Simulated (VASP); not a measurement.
# Rh: Rh into a neighbouring Rh vacancy, part 2 of 4

How hard is this move in Rh: Rh into a neighbouring Rh vacancy? Both ends are relaxed first, then a band of images between them.

VASP 6.6.1; PBEsol; plane waves and PAW (Rh).

So far. Step 2 (Relax the host): The run ended after 3 ionic steps, 0.006 eV below its first step, once forces and stress met EDIFFG = -0.02.

### Step 3. Relax the start

System of this step: Rh. The cell holds 31 atoms: 31 Rh. Its edges and angles: a = 7.544 Å, b = 7.544 Å, c = 7.544 Å, α = 90.0°, β = 90.0°, γ = 90.0°. It derives from Rh. Nearest the centre at fractional (0.625, 0.125, 0.000): Rh1 at 1.35 Å, Rh2 at 2.30 Å, Rh12 at 2.31 Å, Rh8 at 2.34 Å, Rh23 at 2.34 Å, Rh3 at 2.97 Å, Rh4 at 2.98 Å, Rh5 at 2.98 Å.

A path needs two true minima; the start is relaxed with symmetry off.

The input, INCAR:

```
SYSTEM = Rh
PREC = Normal
ENCUT = 280
EDIFF = 1E-05
NELM = 120
ISMEAR = 1
SIGMA = 0.15
LREAL = Auto
ALGO = Fast
GGA = PS
NBANDS = 162
LASPH = .TRUE.
LORBIT = 11
LWAVE = .FALSE.
LCHARG = .FALSE.
KPAR = 6
IBRION = 2
NSW = 60
ISIF = 2
EDIFFG = -0.05
POTIM = 0.4
MAXMIX = 40
ISYM = 0
```

The input, POSCAR:

```
Rh
1.0
    7.5439852488      0.0000000000      0.0000000000
    0.0000000000      7.5439852488      0.0000000000
    0.0000000000      0.0000000000      7.5439852488
Rh
31
Direct
    0.7509161847      0.2521782072      0.0008760279
    0.7465451756      0.0024002058      0.2511833920
   -0.0014235267      0.0015406130      0.0009665247
    0.2507797801      0.2500753507      0.0014494010
    0.4980475728      0.4995681064     -0.0012781555
    0.7515876124      0.7501053080     -0.0007753375
    0.2479270679     -0.0006818471      0.2500215859
    0.4992693440      0.2534307167      0.2526689456
    0.7428123866      0.4949920018      0.2495366584
    0.4988807231      0.0005663929      0.5005761462
    0.7556146418      0.2470519010      0.4989989243
    0.7554156299      0.0017144864      0.7517578597
   -0.0013626919      0.4956307572      0.0004439689
    0.2502890093      0.7467461441     -0.0018113149
   -0.0001909963      0.2474953514      0.2497394747
    0.2502531368      0.5000943433      0.2486577607
    0.5015740966      0.7523625893      0.2508506069
   -0.0021692254      0.0019396970      0.4986706230
    0.2523307591      0.2471585644      0.5024243611
    0.4999468094      0.4966894185      0.4991678153
    0.7501434316      0.7507232022      0.4973961027
    0.2470642227      0.0005291223      0.7487625914
    0.5006243533      0.2520135764      0.7456288691
    0.7506744131      0.5032466844      0.7492112210
   -0.0021495657      0.7519942876      0.2506719168
    0.0023750923      0.4990847922      0.4960715239
    0.2497083484      0.7488180567      0.5020554754
    0.0005133437      0.2456764252      0.7468314809
    0.2523430296      0.5018021377      0.7483026389
    0.4999972195      0.7511812684      0.7512417955
    0.0023230220      0.7506799738      0.7497485988
```

The input, KPOINTS:

```
Automatic mesh
0
Monkhorst-Pack
3 3 3
0 0 0
```

The projector-augmented-wave data sets are Rh (PBE family, release 64).

Run with:

```console
$ mpirun -np 6 vasp_std
```

What it wrote:

```text
[banner, memory and clock lines left out]
running    6 mpi-ranks, on    1 nodes
 distrk:  each k-point on    1 cores,    6 groups
 distr:  one band on    1 cores,    1 groups

 POSCAR found type information on POSCAR Rh
 POSCAR found :  1 types and      31 ions
 [... a notice as in an earlier step ...]

 [... a notice as in an earlier step ...]

 LDA part: xc-table for (Slater+PW92), standard interpolation
 POSCAR, INCAR and KPOINTS ok, starting setup
 FFT: planning ... GRIDC
 FFT: planning ... GRID_SOFT
 FFT: planning ... GRID
 WAVECAR not read
 entering main loop
       N       E                     dE             d eps       ncg     rms          rms(c)
DAV:   1     0.125539919214E+04    0.12554E+04   -0.91836E+04  4536   0.102E+03
DAV:   2    -0.176021122465E+03   -0.14314E+04   -0.13614E+04  4684   0.284E+02
DAV:   3    -0.265352151115E+03   -0.89331E+02   -0.83430E+02  6272   0.615E+01
DAV:   4    -0.270635570906E+03   -0.52834E+01   -0.50865E+01  5808   0.126E+01
DAV:   5    -0.270827669459E+03   -0.19210E+00   -0.18821E+00  5990   0.231E+00    0.635E+01
RMM:   6    -0.252256483197E+03    0.18571E+02   -0.52538E+01  4541   0.211E+01    0.229E+01
RMM:   7    -0.254604702575E+03   -0.23482E+01   -0.30655E+01  4644   0.116E+01    0.183E+01
RMM:   8    -0.251132104101E+03    0.34726E+01   -0.80975E+00  4571   0.641E+00    0.559E+00
RMM:   9    -0.251267886407E+03   -0.13578E+00   -0.27672E+00  5262   0.217E+00    0.508E+00
RMM:  10    -0.251126082535E+03    0.14180E+00   -0.40966E-01  4800   0.142E+00    0.333E+00
RMM:  11    -0.251167538810E+03   -0.41456E-01   -0.66695E-01  4967   0.199E+00    0.319E+00
RMM:  12    -0.251065636147E+03    0.10190E+00   -0.15704E-01  4574   0.903E-01    0.982E-01
RMM:  13    -0.251062065784E+03    0.35704E-02   -0.57148E-02  5247   0.377E-01    0.561E-01
RMM:  14    -0.251063108383E+03   -0.10426E-02   -0.21730E-02  5478   0.212E-01    0.407E-01
RMM:  15    -0.251062762928E+03    0.34545E-03   -0.69561E-03  5055   0.152E-01    0.187E-01
RMM:  16    -0.251062800459E+03   -0.37531E-04   -0.27079E-03  5604   0.769E-02    0.135E-01
RMM:  17    -0.251062680874E+03    0.11959E-03   -0.67709E-04  4830   0.640E-02    0.643E-02
RMM:  18    -0.251062674947E+03    0.59263E-05   -0.34758E-04  5378   0.297E-02    0.396E-02
RMM:  19    -0.251062657785E+03    0.17162E-04   -0.11861E-04  4940   0.184E-02    0.350E-02
RMM:  20    -0.251062647879E+03    0.99061E-05   -0.48205E-05  3627   0.134E-02
   1 F= -.25106265E+03 E0= -.25107452E+03  d E =-.251063E+03
 curvature:   0.00 expect dE= 0.000E+00 dE for cont linesearch  0.000E+00
 trial: gam= 0.00000 g(F)=  0.273E+00 g(S)=  0.000E+00 ort = 0.000E+00 (trialstep = 0.100E+01)
 search vector abs. value=  0.273E+00
 bond charge predicted
       N       E                     dE             d eps       ncg     rms          rms(c)
DAV:   1    -0.251228613645E+03   -0.16596E+00   -0.49389E+01  4588   0.149E+01    0.980E-01
RMM:   2    -0.251245740632E+03   -0.17127E-01   -0.23655E-01  4544   0.160E+00    0.714E-01
RMM:   3    -0.251250854384E+03   -0.51138E-02   -0.68158E-02  5091   0.550E-01    0.720E-01
RMM:   4    -0.251246119485E+03    0.47349E-02   -0.22374E-02  4777   0.322E-01    0.277E-01
RMM:   5    -0.251246913158E+03   -0.79367E-03   -0.11290E-02  5270   0.185E-01    0.292E-01
RMM:   6    -0.251246301586E+03    0.61157E-03   -0.34763E-03  5280   0.978E-02    0.104E-01
RMM:   7    -0.251246296776E+03    0.48092E-05   -0.12324E-03  5642   0.482E-02    0.539E-02
RMM:   8    -0.251246303416E+03   -0.66400E-05   -0.27575E-04  5457   0.261E-02    0.406E-02
RMM:   9    -0.251246298939E+03    0.44774E-05   -0.10146E-04  4841   0.184E-02    0.259E-02
RMM:  10    -0.251246298566E+03    0.37268E-06   -0.48768E-05  3541   0.137E-02
   2 F= -.25124630E+03 E0= -.25125862E+03  d E =-.183651E+00
[...]
3 F= -.25126972E+03 E0= -.25128204E+03  d E =-.207074E+00
[...]
4 F= -.25128190E+03 E0= -.25129423E+03  d E =-.121814E-01
[...]
5 F= -.25128417E+03 E0= -.25129649E+03  d E =-.144452E-01
[...]
6 F= -.25128421E+03 E0= -.25129652E+03  d E =-.144840E-01
 curvature:  -0.98 expect dE=-0.145E-02 dE for cont linesearch -0.256E-06
 trial: gam= 0.09458 g(F)=  0.149E-02 g(S)=  0.000E+00 ort =-0.659E-04 (trialstep = 0.124E+01)
 search vector abs. value=  0.162E-02
 bond charge predicted
       N       E                     dE             d eps       ncg     rms          rms(c)
DAV:   1    -0.251285307380E+03   -0.11041E-02   -0.44118E-01  4564   0.141E+00    0.749E-02
RMM:   2    -0.251285434133E+03   -0.12675E-03   -0.19173E-03  4536   0.147E-01    0.511E-02
RMM:   3    -0.251285442551E+03   -0.84177E-05   -0.47818E-04  5111   0.461E-02    0.459E-02
RMM:   4    -0.251285423638E+03    0.18913E-04   -0.14735E-04  4752   0.268E-02    0.179E-02
RMM:   5    -0.251285426344E+03   -0.27063E-05   -0.61078E-05  3726   0.128E-02
   7 F= -.25128543E+03 E0= -.25129776E+03  d E =-.122026E-02
 trial-energy change:   -0.001220  1 .order   -0.001172   -0.001839   -0.000505
 step:   1.6113(harm=  1.7140)  dis= 0.00434  next Energy=  -251.285502 (dE=-0.130E-02)
 reached required accuracy - stopping structural energy minimisation
```

Wall time 3.4 min (6 MPI ranks of AMD EPYC 9R14 (Zen 4), shared host); peak memory 2.2 GiB.

From OUTCAR (step 3):

```text
 Found     14 irreducible k-points:

   k-points           NKPTS =     14   k-points in BZ     NKDIM =     14   number of bands    NBANDS=    162

   dimension x,y,z NGX =    32 NGY =   32 NGZ =   32
   dimension x,y,z NGXF=    64 NGYF=   64 NGZF=   64

   ENCUT  =  280.0 eV  20.58 Ry    4.54 a.u.  10.29 10.29 10.29*2*pi/ulx,y,z

   NELECT =     279.0000    total number of electrons

 E-fermi :  11.4424

 k-point     1 :       0.0000    0.0000    0.0000
  band No.  band energies     occupation
    ...
    135      10.9511      2.00004
    136      11.2234      2.05875
    137      11.2948      2.04681
    138      11.2950      2.04659
    139      11.2953      2.04604
    140      11.6316     -0.07053
    141      11.6326     -0.07038
    142      11.6331     -0.07029
    143      11.8546     -0.00071
    144      11.8551     -0.00070
    ...

 k-point     2 :       0.3333    0.0000    0.0000
  band No.  band energies     occupation
    ...
    137      11.1659      2.02564
    138      11.1665      2.02592
    139      11.1695      2.02736
    140      11.1739      2.02961
    141      11.4055      1.40285
    142      11.5109      0.30940
    143      11.5657      0.00933
    144      11.5664      0.00705
    145      11.6648     -0.05687
    146      11.7206     -0.02487
    ...

  Total       -7.4276932     -7.4371293     -7.4445474      0.0144319     -0.0245622     -0.0288526
  in kB      -27.7180101    -27.7532230    -27.7809050      0.0538555     -0.0916589     -0.1076696
  external PRESSURE =     -27.7507127 kB  Pullay stress =       0.0000000 kB

  energy-cutoff  :      280.00
  volume of cell :      429.34
      direct lattice vectors                 reciprocal lattice vectors
     7.543985249  0.000000000  0.000000000     0.132555933  0.000000000  0.000000000
     0.000000000  7.543985249  0.000000000     0.000000000  0.132555933  0.000000000
     0.000000000  0.000000000  7.543985249     0.000000000  0.000000000  0.132555933

 POSITION                                       TOTAL-FORCE (eV/Angst)
 -----------------------------------------------------------------------------------
      5.64863      1.87729      7.54108         0.013474      0.000535      0.003888
      5.64652      0.00073      1.87269         0.019013     -0.014980      0.030679
      7.54346      0.00003      7.54217         0.005501     -0.007911     -0.005668
      1.89693      1.87566      7.54192        -0.024649      0.008216      0.004148
      3.77193      3.77175      7.54069        -0.000369     -0.001826      0.003055
      5.64915      5.66544      7.54210         0.014353      0.000199     -0.001451
      1.89399      7.54244      1.87593         0.002715      0.009010      0.004676
      3.77117      1.87738      1.87655         0.008141     -0.002201      0.003490
      5.65713      3.76956      1.88358         0.008886      0.013109      0.002612
      3.77337      7.54339      3.77129        -0.010898     -0.002589     -0.012362
      5.65946      1.88562      3.76904        -0.001452      0.003400      0.006776
      5.65224      7.54343      5.66375        -0.009671     -0.001094     -0.004589
      0.00043      3.77043      7.54180        -0.001554      0.000791     -0.005454
      1.89237      5.66490      7.54230         0.006722     -0.001067     -0.003061
      7.54372      1.88479      1.88314         0.004886      0.005499      0.004527
      1.88597      3.77031      1.88361        -0.008689      0.006391      0.004516
      3.77108      5.66583      1.87472         0.007529      0.000550      0.012699
      7.54370      7.54193      3.76864         0.003162      0.008606      0.001974
      1.88553      1.88475      3.76972         0.002120      0.005285     -0.001979
      3.77223      3.77338      3.77022         0.003058     -0.014752     -0.003468
      5.65843      5.65751      3.76808         0.000626     -0.008450      0.010241
      1.89482      7.54324      5.66489        -0.008125      0.000012     -0.006406
      3.77335      1.87768      5.66381        -0.004986      0.001457     -0.007586
      5.65981      3.77195      5.65498        -0.001105     -0.000869     -0.009933
      7.54207      5.65639      1.88403         0.007843     -0.004614     -0.004643
      0.00046      3.77070      3.76859        -0.001808      0.001701      0.002072
      1.88602      5.65632      3.76935        -0.003335      0.003667      0.001044
      0.00203      1.88564      5.65550        -0.009958      0.003152     -0.008740
      1.88727      3.77126      5.65446        -0.012841     -0.000452      0.001059
      3.77249      5.66781      5.66684        -0.003092     -0.011187     -0.016164
      0.00096      5.65612      5.65517        -0.005497      0.000413     -0.005951
 -----------------------------------------------------------------------------------
    total drift:                                0.016702     -0.033029     -0.072072

  FREE ENERGIE OF THE ION-ELECTRON SYSTEM (eV)
  ---------------------------------------------------
  free  energy   TOTEN  =      -251.2854263441 eV

  energy  without entropy=     -251.3224166068  energy(sigma->0) =     -251.29775643

 total charge
# of ion       s       p       d       tot
------------------------------------------
    1        0.501   0.577   7.342   8.421
    2        0.501   0.577   7.343   8.421
    3        0.512   0.623   7.353   8.488
    4        0.501   0.577   7.343   8.420
    5        0.512   0.624   7.351   8.487
    6        0.501   0.577   7.343   8.421
    7        0.501   0.577   7.343   8.420
    8        0.501   0.578   7.343   8.422
    9        0.506   0.612   7.366   8.484
   10        0.512   0.623   7.352   8.487
   11        0.506   0.611   7.366   8.483
   12        0.501   0.577   7.343   8.421
   13        0.499   0.622   7.327   8.448
   14        0.501   0.577   7.343   8.421
   15        0.506   0.611   7.365   8.483
   16        0.506   0.611   7.366   8.483
   17        0.501   0.577   7.343   8.421
   18        0.499   0.622   7.326   8.447
   19        0.506   0.611   7.366   8.483
   20        0.499   0.622   7.327   8.448
   21        0.506   0.611   7.365   8.483
   22        0.501   0.577   7.343   8.421
   23        0.501   0.577   7.343   8.421
   24        0.506   0.611   7.366   8.483
   25        0.506   0.611   7.366   8.484
   26        0.506   0.620   7.364   8.490
   27        0.506   0.611   7.366   8.483
   28        0.506   0.611   7.366   8.484
   29        0.506   0.611   7.366   8.483
   30        0.501   0.577   7.343   8.420
   31        0.506   0.611   7.366   8.483
--------------------------------------------------
tot         15.622  18.617 227.904 262.143

[... 1 part as in an earlier step ...]

[... 7 further parts left out ...]
```

Relaxation path:

```csv
step,energy less that of the first step (eV),largest force (eV/Å)
1,0.0000,0.9222
2,-0.1837,0.3701
3,-0.2071,0.2027
4,-0.2193,0.0891
5,-0.2215,0.0802
6,-0.2216,0.0822
7,-0.2228,0.0391
```

The atoms that moved most (Å):

```csv
atom,dx,dy,dz,length
Rh9,0.053,0.035,0.001,0.064
Rh12,-0.047,-0.013,-0.007,0.049
Rh11,-0.041,0.022,0.005,0.047
Rh8,0.005,-0.034,-0.030,0.046
Rh23,-0.003,-0.024,0.039,0.045
Rh28,-0.002,0.032,0.021,0.039
Rh22,0.031,-0.005,0.016,0.035
Rh19,-0.018,0.020,-0.021,0.034
```

The relaxed structure:

```
Rh
1.0
     7.54399    0.00000    0.00000
     0.00000    7.54399    0.00000
     0.00000    0.00000    7.54399
Rh
31
Direct
  0.74876 0.24885 0.99962
  0.74848 0.00010 0.24824
  0.99993 0.00000 0.99976
  0.25145 0.24863 0.99973
  0.49999 0.49997 0.99956
  0.74883 0.75099 0.99975
  0.25106 0.99980 0.24867
  0.49989 0.24886 0.24875
  0.74989 0.49968 0.24968
  0.50018 0.99992 0.49991
  0.75020 0.24995 0.49961
  0.74924 0.99993 0.75076
  0.00006 0.49979 0.99971
  0.25084 0.75092 0.99978
  0.99996 0.24984 0.24962
  0.25000 0.49978 0.24968
  0.49988 0.75104 0.24851
  0.99996 0.99973 0.49956
  0.24994 0.24984 0.49970
  0.50003 0.50018 0.49977
  0.75006 0.74994 0.49948
  0.25117 0.99990 0.75091
  0.50018 0.24890 0.75077
  0.75024 0.49999 0.74960
  0.99975 0.74979 0.24974
  0.00006 0.49983 0.49955
  0.25000 0.74978 0.49965
  0.00027 0.24995 0.74967
  0.25017 0.49990 0.74953
  0.50007 0.75130 0.75117
  0.00013 0.74975 0.74963
```

This step gave:

```yaml
electronic_cycles: 55
electrons: 279
free_energy_toten: -251.2854 eV
energy_at_zero_smearing: -251.2978 eV
fermi_energy: 11.44 eV
```

The run ended after 7 ionic steps, 0.223 eV below its first step, once the forces on the free atoms met EDIFFG = -0.05.

(Continued in part 3 of 4.)

[Lines on the potential files, build, host, timing and source positions are cut from VASP's logs without a mark.]

[Logs are printed without paths, hosts, clocks, repeated set-up lines and the standing remarks that a program may print on its own settings, such as how far it seeks lower states.]

[Hosts, paths, dates, database ids (printed as entryN), source tags and the programs' standing remarks are cut or masked in the printed files.]

[Runs that stopped without an error message from VASP are left out.]
